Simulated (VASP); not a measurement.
# ScAl3 with r2SCAN + rVV10: from relaxation to properties

What structure and properties does r2SCAN + rVV10 give ScAl3, and how near are they to the measured ones? The steps: full relaxation (r2SCAN + rVV10), single point with fields (r2SCAN + rVV10), bands along the symmetry lines (r2SCAN + rVV10), density of states (r2SCAN + rVV10), electric field gradients (r2SCAN + rVV10) and independent-particle dielectric function (r2SCAN + rVV10). The start is a computed cell from the Materials Project.

Main program and level: VASP 6.6.1; r2SCAN with rVV10; plane waves and PAW (Sc_sv, Al).

**What experiment says.**

For Al3Sc, L12 ordered cubic (bulk crystal, 300 K), “A Combined Experimental and First-Principles Based Assessment of Finite-Temperature Thermodynamic Properties of Intermetallic Al3Sc” (2021, pmc:8067998) quotes earlier work: lattice constant a (a at ambient temperature) 4.103 Å [Literature value at ambient temperature, not corrected to 0 K].

Most raw output is cut from this account.

**1. Set-up**

Before any relaxation, the start is as follows. Symmetry: Pm-3m, No. 221, cubic system. Conventional cell: a = 4.088 Å, b = 4.088 Å, c = 4.088 Å, α = 90.00°, β = 90.00°, γ = 90.00°. Sc has 12 Al at 2.89 Å nearest. Al has 4 Sc at 2.89 Å and 8 Al at 2.89 Å nearest. Farther neighbours are not listed.

As a file:

```cif
data_structure
_symmetry_space_group_name_H-M 'P 1'
_symmetry_Int_Tables_number 1
_cell_length_a 4.0878
_cell_length_b 4.0878
_cell_length_c 4.0878
_cell_angle_alpha 90.000
_cell_angle_beta 90.000
_cell_angle_gamma 90.000
_cell_volume 68.31
loop_
_atom_site_label
_atom_site_type_symbol
_atom_site_fract_x
_atom_site_fract_y
_atom_site_fract_z
_atom_site_occupancy
Sc1 Sc 0.00000 0.00000 0.00000 1
Al2 Al 0.50000 0.00000 0.50000 1
Al3 Al 0.00000 0.50000 0.50000 1
Al4 Al 0.50000 0.50000 0.00000 1
```

**2. Full relaxation (r2SCAN + rVV10)**

Properties are meant for the cell that this level of theory prefers, so cell and atoms are relaxed first (ISIF = 3) until forces and stress are small; EDIFFG sets the threshold. r2SCAN adds the kinetic-energy density, costs more than a GGA and is run with LASPH. LUSE_VDW switches on a nonlocal correlation term for dispersion.

INCAR reads:

```
SYSTEM = ScAl3
PREC = Accurate
ENCUT = 400
EDIFF = 1E-06
NELM = 100
ISMEAR = 1
SIGMA = 0.2
LREAL = .FALSE.
ALGO = Normal
METAGGA = R2SCAN
LUSE_VDW = .TRUE.
IVDW_NL = 2
BPARAM = 11.95
CPARAM = 0.0093
LASPH = .TRUE.
NBANDS = 16
LORBIT = 11
LWAVE = .FALSE.
LCHARG = .FALSE.
KPAR = 4
IBRION = 2
NSW = 60
ISIF = 3
EDIFFG = -0.01
```

POSCAR reads:

```
ScAl3
1.0
    4.0878065700      0.0000000000      0.0000000000
    0.0000000000      4.0878065700      0.0000000000
    0.0000000000      0.0000000000      4.0878065700
Sc Al
1 3
Direct
    0.0000000000      0.0000000000      0.0000000000
    0.5000000000      0.0000000000      0.5000000000
    0.0000000000      0.5000000000      0.5000000000
    0.5000000000      0.5000000000      0.0000000000
```

KPOINTS reads:

```
Automatic mesh
0
Gamma
7 7 7
0 0 0
```

Potentials, in the order of the species: Sc_sv and Al (PBE family, release 64).

On the command line:

```
$ mpirun -np 4 vasp_std
```

The job ended after 1.7 min (4 MPI ranks of AMD EPYC 7R43, shared host; peak memory 0.92 GiB).

The k-mesh is coarse for a metal. The PAW data sets were made with PBE, which is usual practice but a small mismatch for other functionals. The run keeps the 48 symmetry operations of its start, so it cannot find a distortion of lower symmetry.

Step by step:

| step | energy less that of the first step (eV) | largest force (eV/Å) | pressure (GPa) | volume (Å³) |
| --- | --- | --- | --- | --- |
| 1 | 0.0000 | 0.0000 | -0.64 | 68.31 |
| 2 | -0.0008 | 0.0000 | 0.33 | 67.64 |
| 3 | -0.0010 | 0.0000 | 0.01 | 67.84 |

| conventional cell, symmetrised | before | after | change |
| --- | --- | --- | --- |
| a (Å) | 4.088 | 4.078 | -0.2 % |
| b (Å) | 4.088 | 4.078 | -0.2 % |
| c (Å) | 4.088 | 4.078 | -0.2 % |
| volume (Å³/atom) | 17.08 | 16.96 | -0.7 % |

Final coordinates:

```xyz
4
Lattice="4.0784 0.0000 0.0000 0.0000 4.0784 0.0000 0.0000 0.0000 4.0784" Properties=species:S:1:pos:R:3 pbc="T T T"
Sc    0.0000    0.0000    0.0000
Al    2.0392    0.0000    2.0392
Al    0.0000    2.0392    2.0392
Al    2.0392    2.0392    0.0000
```

This step gave:

- electrons: 20
- bands: 16
- irreducible k-points: 20
- symmetry operations: 48
- free energy (TOTEN): -33.06 eV
- energy at zero smearing: -33.05 eV
- Fermi energy: 7.262 eV
- pressure: 0.006786 GPa
- metallic: yes
- SCF cycles over all ionic steps: 25

It ends with forces that vanish by symmetry and a pressure of 0.01 GPa.

**3. Single point with fields (r2SCAN + rVV10)**

A single point on the relaxed cell gives a clean self-consistent state, with density, ELF and potential written out.

Edit INCAR of step 2 so:

```diff
@@ -18,7 +18,5 @@
 LWAVE = .FALSE.
-LCHARG = .FALSE.
-KPAR = 4
-IBRION = 2
-NSW = 60
-ISIF = 3
-EDIFFG = -0.01
+LCHARG = .TRUE.
+ISIF = 2
+LELF = .TRUE.
+LVHAR = .TRUE.
```

POSCAR reads:

```
ScAl3
1.0
    4.0784266406      0.0000000000      0.0000000000
    0.0000000000      4.0784266406      0.0000000000
    0.0000000000      0.0000000000      4.0784266406
Sc Al
1 3
Direct
    0.0000000000      0.0000000000      0.0000000000
    0.5000000000      0.0000000000      0.5000000000
    0.0000000000      0.5000000000      0.5000000000
    0.5000000000      0.5000000000      0.0000000000
```

KPOINTS is that of step 2.

On the command line:

```
$ mpirun -np 4 vasp_std
```

It took 27 s on 4 MPI ranks; peak memory 0.52 GiB; 1.7 min of CPU time.

This step gave:

```yaml
scf_cycles: 13
pressure: 0.01501 GPa
```

Valence electrons inside each PAW sphere by angular momentum. Sphere charges, by row:

| atom | s (e) | p (e) | d (e) | tot (e) |
| --- | --- | --- | --- | --- |
| Sc1 | 2.178 | 6.147 | 1.27 | 9.595 |
| Al2 | 0.414 | 0.401 | 0 | 0.815 |
| Al3 | 0.414 | 0.401 | 0 | 0.815 |
| Al4 | 0.414 | 0.401 | 0 | 0.815 |

Valence density in the ac plane at fractional y = 0.000, with atoms of Sc and Al within 0.2 Å of it. It is the smooth field of the valence electrons, not physical close to the nuclei.

Values in units of 1e0 e/Å³, 14 rows by 14 columns, each cell a mean:
```
7.7 5.6 2.0 0.5 0.2 0.1 0.1 0.1 0.1 0.1 0.2 0.7 3.3 6.4
4.0 2.9 1.0 0.3 0.2 0.2 0.2 0.2 0.2 0.2 0.2 0.4 1.7 3.3
0.9 0.7 0.3 0.2 0.2 0.2 0.2 0.2 0.2 0.2 0.2 0.2 0.4 0.7
0.2 0.2 0.2 0.2 0.2 0.2 0.2 0.2 0.2 0.2 0.2 0.2 0.2 0.2
0.1 0.1 0.2 0.2 0.2 0.2 0.2 0.2 0.2 0.2 0.2 0.2 0.2 0.1
0.1 0.1 0.2 0.2 0.2 0.2 0.1 0.1 0.1 0.2 0.2 0.2 0.2 0.1
0.1 0.1 0.2 0.2 0.2 0.1 0.0 0.0 0.1 0.2 0.2 0.2 0.2 0.1
0.1 0.1 0.2 0.2 0.2 0.1 0.1 0.0 0.1 0.2 0.2 0.2 0.2 0.1
0.1 0.1 0.2 0.2 0.2 0.2 0.1 0.1 0.2 0.2 0.2 0.2 0.2 0.1
0.2 0.2 0.2 0.2 0.2 0.2 0.2 0.2 0.2 0.2 0.2 0.2 0.2 0.2
0.6 0.5 0.3 0.2 0.2 0.2 0.2 0.2 0.2 0.2 0.2 0.2 0.3 0.5
2.4 1.7 0.6 0.3 0.2 0.2 0.2 0.2 0.2 0.2 0.2 0.3 1.0 2.0
6.8 5.0 1.7 0.5 0.2 0.1 0.1 0.1 0.1 0.1 0.2 0.7 2.9 5.6
9.4 6.8 2.4 0.6 0.2 0.1 0.1 0.1 0.1 0.1 0.2 0.9 4.0 7.7
```
Columns run along a (4.1 Å), rows up along c (4.1 Å). Atoms in or near the plane, at fractional coordinates: Sc at (0.00, 0.00), Al at (0.50, 0.50).

Electrostatic potential energy in the ac plane at fractional y = 0.000, with atoms of Sc and Al within 0.2 Å of it. With pseudopotentials it is smooth inside the atoms' cores, unlike the true potential.

Ten even steps from '0' (-73 eV) to '9' (2 eV), each cell a mean:
```
55689999998765
66789999999876
77899999999987
88999988899998
99998754679999
99998500268999
99997300048999
99997300058999
99998633579999
99999877889999
78899999999988
67789999999876
56789999998765
55679999998765
```
Columns run along a (4.1 Å; values clipped at the 3rd and 97th percentile), rows up along c (4.1 Å). Atoms in or near the plane, at fractional coordinates: Sc at (0.00, 0.00), Al at (0.50, 0.50).

ELF in the ac plane at fractional y = 0.000, with atoms of Sc and Al within 0.2 Å of it. It is the smooth field of the valence electrons, not physical close to the nuclei.

Ten even steps from '_' (0.01) to '@' (0.86), each cell a mean:
```
@@@@##--__::==++==::..==%%@@
%%%%++....==****++--..::**%%
==--....--**######++::..::==
......--++**######**==::....
..::==****++----==++**++--::
--==**##**--____..==####++==
==++**##**::______--####**++
==++**##**::______--####**==
::::==****==::::--++****==::
__..::==************++--..__
--::....==**######**--....--
##**--..::==******==....++##
@@@@**::..::++++==::..--%%@@
@@@@##--__::====--....==%%@@
```
Columns run along a (4.1 Å), rows up along c (4.1 Å). Atoms in or near the plane, at fractional coordinates: Sc at (0.00, 0.00), Al at (0.50, 0.50).

In this run the pressure is 0.02 GPa, small enough to go on.

**4. Bands along the symmetry lines (r2SCAN + rVV10)**

The mesh alone shows little of the dispersion and can miss band extrema, so KPOINTS_OPT adds a path through the symmetry points after the self-consistent cycle.

Edit INCAR of step 3 so:

```diff
@@ -15,8 +15,6 @@
 LASPH = .TRUE.
-NBANDS = 16
+NBANDS = 24
 LORBIT = 11
 LWAVE = .FALSE.
-LCHARG = .TRUE.
-ISIF = 2
-LELF = .TRUE.
-LVHAR = .TRUE.
+LCHARG = .FALSE.
+KPAR = 4
```

POSCAR is that of step 3.

KPOINTS is that of step 3.

KPOINTS_OPT reads:

```
Line mode
16
Line-mode
Reciprocal
  0.00000000   0.00000000   0.00000000 GAMMA
  0.00000000   0.50000000   0.00000000 X

  0.00000000   0.50000000   0.00000000 X
  0.50000000   0.50000000   0.00000000 M

  0.50000000   0.50000000   0.00000000 M
  0.00000000   0.00000000   0.00000000 GAMMA

  0.00000000   0.00000000   0.00000000 GAMMA
  0.50000000   0.50000000   0.50000000 R

  0.50000000   0.50000000   0.50000000 R
  0.00000000   0.50000000   0.00000000 X

  0.50000000   0.50000000   0.00000000 M
  0.50000000   0.50000000   0.50000000 R
```

On the command line:

```
$ mpirun -np 4 vasp_std
```

Elapsed: 99 s, on 4 MPI ranks; peak memory 0.93 GiB; 6.4 min of CPU time.

This step gave:

| Item | Value |
| --- | --- |
| bands | 24 |
| pressure | 0.01568 GPa |

The electronic bands at the labelled points (eV, zero at the Fermi level; # counts the bands kept):

| point | #3 | #4 | #5 | #6 | #7 | #8 | #9 | #10 |
| --- | --- | --- | --- | --- | --- | --- | --- | --- |
| Γ | -2.63 | -1.91 | -1.91 | -1.91 | 1.41 | 1.51 | 1.51 | 1.51 |
| 0.47 of the way | -2.25 | -1.84 | -1.84 | -0.36 | 1.25 | 1.25 | 1.67 | 2.93 |
| X | -1.76 | -1.76 | -1.51 | 1.09 | 1.09 | 1.33 | 1.44 | 1.89 |
| 0.47 of the way | -3.78 | -2.62 | -1.36 | 0.08 | 1.16 | 1.53 | 2.67 | 3.06 |
| M | -5.90 | -4.62 | -0.48 | -0.48 | 1.31 | 1.62 | 2.42 | 2.90 |
| 0.47 of the way | -4.93 | -1.74 | -1.52 | 0.22 | 0.28 | 1.49 | 2.96 | 2.99 |
| Γ | -2.63 | -1.91 | -1.91 | -1.91 | 1.41 | 1.51 | 1.51 | 1.51 |
| 0.47 of the way | -4.51 | -3.86 | -1.05 | -1.05 | 1.60 | 2.03 | 2.03 | 2.36 |
| R | -4.92 | -4.74 | -3.18 | -3.18 | -3.18 | 1.16 | 3.01 | 3.01 |
| 0.47 of the way | -3.98 | -3.15 | -2.70 | -2.09 | -0.18 | 2.54 | 2.86 | 3.03 |
| X | -1.76 | -1.76 | -1.51 | 1.09 | 1.09 | 1.33 | 1.44 | 1.89 |
| jump to M | -5.90 | -4.62 | -0.48 | -0.48 | 1.31 | 1.62 | 2.42 | 2.90 |
| 0.47 of the way | -5.58 | -4.10 | -1.87 | -1.75 | -1.75 | 2.32 | 2.95 | 3.78 |
| R | -4.92 | -4.74 | -3.18 | -3.18 | -3.18 | 1.16 | 3.01 | 3.01 |

The largest weight of each band there:

| point | #3 | #4 | #5 | #6 | #7 | #8 | #9 | #10 |
| --- | --- | --- | --- | --- | --- | --- | --- | --- |
| Γ | Sc 0.56 | Al 0.82 | Al 0.82 | Al 0.82 | Sc 0.93 | Sc 1.00 | Sc 1.00 | Sc 1.00 |
| X | Sc 0.57 | Sc 0.57 | Sc 0.79 | Al 0.68 | Al 0.68 | Al 1.00 | Al 0.60 | Sc 1.00 |
| M | Al 0.83 | Sc 0.53 | Sc 0.76 | Sc 0.76 | Al 1.00 | Sc 0.74 | Sc 1.00 | Sc 0.98 |
| Γ | Sc 0.56 | Al 0.82 | Al 0.82 | Al 0.82 | Sc 0.93 | Sc 1.00 | Sc 1.00 | Sc 1.00 |
| R | Al 0.71 | Al 1.00 | Al 0.67 | Al 0.67 | Al 0.67 | Sc 1.00 | Sc 1.00 | Sc 1.00 |
| X | Sc 0.57 | Sc 0.57 | Sc 0.79 | Al 0.68 | Al 0.68 | Al 1.00 | Al 0.60 | Sc 1.00 |

There is no gap at this level.

Of the bands kept, 2 cross the Fermi level on this path.

**5. Density of states (r2SCAN + rVV10)**

A density of states needs more k-points than a total energy; ISMEAR = -5 takes tetrahedra, and LORBIT projects the states on the PAW spheres. The mesh is finer than in the run before.

Edit INCAR of step 4 so:

```diff
@@ -5,3 +5,3 @@
 NELM = 100
-ISMEAR = 1
+ISMEAR = -5
 SIGMA = 0.2
@@ -20 +20,2 @@
 KPAR = 4
+NEDOS = 2001
```

POSCAR is that of step 4.

KPOINTS reads:

```
Automatic mesh
0
Gamma
10 10 10
0 0 0
```

On the command line:

```
$ mpirun -np 4 vasp_std
```

Wall time 1.7 min (4 MPI ranks); peak memory 1 GiB; 6.7 min of CPU time.

With tetrahedra the forces and stress of a metal are not exact derivatives of the energy.

Numbers from this step:

- SCF cycles: 15
- irreducible k-points: 56
- free energy (TOTEN): -33.05 eV
- Fermi energy: 7.339 eV
- pressure: 0.02736 GPa
- DOS at the Fermi level: 1.308 states/eV/cell

The density of states has structure finer than the step of the table below, so its rows give means over 0.5 eV, whole bins alone (the curve runs from -12.0 to 5.58 eV). Peaks (eV: height): total 2.28: 4.24, 2.91: 5.24, 3.90: 3.76, 4.39: 4.11; Sc d -1.66: 0.624, 1.08: 1.04, 2.91: 2.91, 4.39: 2.33; Al p -1.94: 0.421, 1.08: 0.288, 3.90: 0.227, 5.09: 0.376; Al s -5.53: 0.262, 3.90: 0.302, 4.39: 0.280, 5.09: 0.249; Sc p 2.28: 0.076, 3.05: 0.132, 3.90: 0.0945, 5.09: 0.117.

States under -12.0 eV and over 5.6 eV are left out. Density of states against energy, zero at the Fermi level; means over each step; values in states/eV/cell:

| energy (eV) | total | Sc d | Al p | Al s | Sc p | Sc s |
| --- | --- | --- | --- | --- | --- | --- |
| -11.0 | 0 | 0 | 0 | 0 | 0 | 0 |
| -10.5 | 0.121 | 0 | 6.2e-4 | 0.0292 | 4.4e-4 | 0.00607 |
| -10.0 | 0.334 | 1.6e-4 | 0.00385 | 0.0789 | 0.00265 | 0.0149 |
| -9.5 | 0.476 | 8.7e-4 | 0.00919 | 0.110 | 0.00617 | 0.0176 |
| -9.0 | 0.659 | 0.00231 | 0.0176 | 0.149 | 0.0121 | 0.0177 |
| -8.5 | 0.810 | 0.00584 | 0.0276 | 0.180 | 0.0177 | 0.0134 |
| -8.0 | 0.673 | 0.00980 | 0.0295 | 0.144 | 0.0139 | 0.00726 |
| -7.5 | 0.680 | 0.0147 | 0.0379 | 0.132 | 0.0101 | 0.0137 |
| -7.0 | 0.715 | 0.0146 | 0.0443 | 0.128 | 0.0107 | 0.0257 |
| -6.5 | 0.852 | 0.0167 | 0.0546 | 0.150 | 0.0189 | 0.0293 |
| -6.0 | 1.19 | 0.0258 | 0.0725 | 0.221 | 0.0362 | 0.0279 |
| -5.5 | 1.30 | 0.0464 | 0.0796 | 0.244 | 0.0388 | 0.0176 |
| -5.0 | 1.23 | 0.0699 | 0.0833 | 0.221 | 0.0264 | 0.0151 |
| -4.5 | 1.03 | 0.0684 | 0.0873 | 0.155 | 0.0208 | 0.0150 |
| -4.0 | 1.17 | 0.0798 | 0.131 | 0.118 | 0.0254 | 0.0268 |
| -3.5 | 1.47 | 0.113 | 0.188 | 0.105 | 0.0365 | 0.0329 |
| -3.0 | 1.71 | 0.156 | 0.237 | 0.0841 | 0.0516 | 0.0239 |
| -2.5 | 1.96 | 0.234 | 0.290 | 0.0605 | 0.0539 | 0.0181 |
| -2.0 | 2.36 | 0.377 | 0.355 | 0.0507 | 0.0474 | 0.0142 |
| -1.5 | 2.16 | 0.480 | 0.282 | 0.0481 | 0.0241 | 0.0115 |
| -1.0 | 1.20 | 0.296 | 0.150 | 0.0298 | 0.0124 | 0.00843 |
| -0.5 | 1.26 | 0.362 | 0.148 | 0.0267 | 0.0110 | 0.00938 |
| 0.0 | 1.28 | 0.352 | 0.137 | 0.0391 | 0.0129 | 0.0156 |
| 0.5 | 1.08 | 0.300 | 0.105 | 0.0410 | 0.0133 | 0.0152 |
| 1.0 | 2.76 | 0.841 | 0.240 | 0.103 | 0.0467 | 0.0345 |
| 1.5 | 1.78 | 0.567 | 0.134 | 0.0584 | 0.0341 | 0.0380 |
| 2.0 | 2.78 | 1.19 | 0.111 | 0.0841 | 0.0431 | 0.138 |
| 2.5 | 3.47 | 1.81 | 0.142 | 0.111 | 0.0545 | 0.0731 |
| 3.0 | 3.92 | 1.90 | 0.170 | 0.141 | 0.110 | 0.0440 |
| 3.5 | 1.93 | 0.747 | 0.109 | 0.173 | 0.0543 | 0.0109 |
| 4.0 | 3.35 | 1.38 | 0.204 | 0.267 | 0.0753 | 0.00626 |
| 4.5 | 2.56 | 1.17 | 0.171 | 0.172 | 0.0473 | 0.0109 |
| 5.0 | 2.79 | 0.751 | 0.289 | 0.196 | 0.105 | 0.0299 |

The finer mesh and the other smearing move the Fermi level by +0.08 eV from the 7×7×7 run, one measure of the sampling error in the zero of the bands above. Of the states within 0.3 eV of the Fermi level, the largest shares in the PAW spheres are Sc d 28 % and Al p 11 %. The rest lies in smaller channels or between the spheres.

**6. Electric field gradients (r2SCAN + rVV10)**

Field gradients probe how far the charge around each nucleus departs from cubic symmetry; LASPH keeps the non-spherical terms inside the spheres.

INCAR reads:

```
SYSTEM = ScAl3
PREC = Accurate
ENCUT = 400
EDIFF = 1E-07
NELM = 100
ISMEAR = 1
SIGMA = 0.2
LREAL = .FALSE.
ALGO = Normal
METAGGA = R2SCAN
LUSE_VDW = .TRUE.
IVDW_NL = 2
BPARAM = 11.95
CPARAM = 0.0093
LASPH = .TRUE.
NBANDS = 16
LORBIT = 11
LWAVE = .FALSE.
LCHARG = .FALSE.
KPAR = 4
LEFG = .TRUE.
```

POSCAR is that of step 5.

KPOINTS reads:

```
Automatic mesh
0
Gamma
7 7 7
0 0 0
```

On the command line:

```
$ mpirun -np 4 vasp_std
```

Elapsed: 56 s, on 4 MPI ranks; peak memory 0.92 GiB.

Numbers from this step:

```
SCF cycles           : 17
bands                : 16
irreducible k-points : 20
free energy (TOTEN)  : -33.06 eV
Fermi energy         : 7.262 eV
pressure             : 0.01521 GPa
```

Electric field gradients, by row:

| atom | Vxx (V/Å²) | Vyy (V/Å²) | Vzz (V/Å²) | asymmetry |
| --- | --- | --- | --- | --- |
| Sc1 | 0 | 0 | 0 | - |
| Al2 | -9.18 | -9.18 | 18.36 | 0 |
| Al3 | -9.18 | -9.18 | 18.36 | 0 |
| Al4 | -9.18 | -9.18 | 18.36 | 0 |

The largest gradient, 18.36 V/Å², sits on Al2 and like sites; times the quadrupole moment of a nucleus that has one, it gives the coupling that NMR and NQR see.

**7. Independent-particle dielectric function (r2SCAN + rVV10)**

LOPTICS sums transitions from filled to empty bands. The mesh is finer than in the run before. NBANDS is raised for it.

Edit INCAR of step 6 so:

```diff
@@ -3,3 +3,3 @@
 ENCUT = 400
-EDIFF = 1E-07
+EDIFF = 1E-06
 NELM = 100
@@ -15,3 +15,3 @@
 LASPH = .TRUE.
-NBANDS = 16
+NBANDS = 42
 LORBIT = 11
@@ -20,2 +20,4 @@
 KPAR = 4
-LEFG = .TRUE.
+LOPTICS = .TRUE.
+NEDOS = 1500
+CSHIFT = 0.1
```

POSCAR is that of step 6.

KPOINTS reads:

```
Automatic mesh
0
Gamma
10 10 10
0 0 0
```

On the command line:

```
$ mpirun -np 4 vasp_std
```

It took 2.3 min on 4 MPI ranks; peak memory 1.1 GiB.

These are independent-particle spectra without excitons or local fields, and fine structure depends on the mesh and on CSHIFT. The intraband (Drude) part is not in this spectrum.

This step gave:

| Item | Value |
| --- | --- |
| SCF cycles | 13 |
| bands | 42 |
| irreducible k-points | 56 |
| free energy (TOTEN) | -33.05 eV |
| Fermi energy | 7.381 eV |
| pressure | 0.01887 GPa |

The imaginary dielectric function, xx has structure finer than the step of the table below, so its rows give means over 1 eV, whole bins alone (the curve runs from 0 to 25.0 eV). Peaks (eV: height): 1.0: 18.4, 2.1: 36.3.

The imaginary dielectric function, xx by photon energy; means over each step:

photon energy (eV), imaginary dielectric function, xx and a bar:
```
        1       12.8 #############
        2       30.2 ##############################
        3       18.4 ##################
        4       12.1 ############
        5       11.6 ############
        6        6.0 ######
        7        3.3 ###
        8        1.6 ##
        9        0.8 #
       10        0.5 
       11        0.4 
       12        0.2 
       13        0.2 
       14        0.1 
       15        0.1 
       16        0.1 
       17        0.1 
       18        0.1 
       19        0.1 
       20        0.0 
       21        0.0 
       22        0.0 
       23        0.0 
       24        0.0
```

Table of real dielectric function, xx by photon energy:

| photon energy (eV) | real dielectric function, xx |
| --- | --- |
| 0 | 29.6 |
| 1 | 27.0 |
| 2 | 16.7 |
| 3 | -2.04 |
| 4 | -1.48 |
| 5 | -3.93 |
| 6 | -6.06 |
| 7 | -5.09 |
| 8 | -3.33 |
| 9 | -2.42 |
| 10 | -1.55 |
| 11 | -1.08 |
| 12 | -0.673 |
| 13 | -0.396 |
| 14 | -0.167 |
| 15 | 0.0415 |
| 16 | 0.178 |
| 17 | 0.304 |
| 18 | 0.386 |
| 19 | 0.473 |
| 20 | 0.538 |
| 21 | 0.609 |
| 22 | 0.669 |
| 23 | 0.718 |
| 24 | 0.772 |

**8. Summary of results**

```yaml
relaxed_volume: 16.96 Å³/atom
relaxed_conventional_cell_a_b_c: 4.078, 4.078, 4.078 Å
space_group_after_relaxing_within_0p02_a: Pm-3m (No. 221)
band_gap: none, a metal
dos_at_the_fermi_level: 1.31 states/eV/cell
largest_field_gradient_vzz: 18.36 V/Å² on Al2
```

In words: With r2SCAN + rVV10, ScAl3 relaxes to 16.96 Å³/atom in space group Pm-3m (held by the symmetry of the run) and comes out as a metal. Bands along the symmetry lines (r2SCAN + rVV10): Of the bands kept, 2 cross the Fermi level on this path. The k-sampling is coarse for a metal, so the Fermi level, pressures and the shape of the cell carry errors. No search among competing phases was made, and a listed structure need not be the one stable at ambient conditions. All values are for a static lattice at zero temperature.

Calculation against experiment:

| quantity | measured | r2SCAN with rVV10 |
| --- | --- | --- |
| lattice constant a (Å) | 4.103 | 4.078 (-0.6 %) |

Measured values from pmc:8067998 (2021).

**Verdict.** The lattice constant a is off by -0.6 %: good agreement. The grades are ours: good and fair within 0.7 and 1.5 % for the lattice constant a. For lattice constants the calculation has a static lattice, without zero-point motion or thermal expansion (measured at up to 300 K).

[Lines on the potential files, build, host, timing and source positions are cut from VASP's logs without a mark.]

[Logs are printed without paths, hosts, clocks, repeated set-up lines and the standing remarks that a program may print on its own settings, such as how far it seeks lower states.]

[Hosts, paths, dates, database ids (printed as entryN), source tags and the programs' standing remarks are cut or masked in the printed files.]

[Measured values are set beside computed ones only where the two were judged alike; some that the calculation misses by far are left out.]
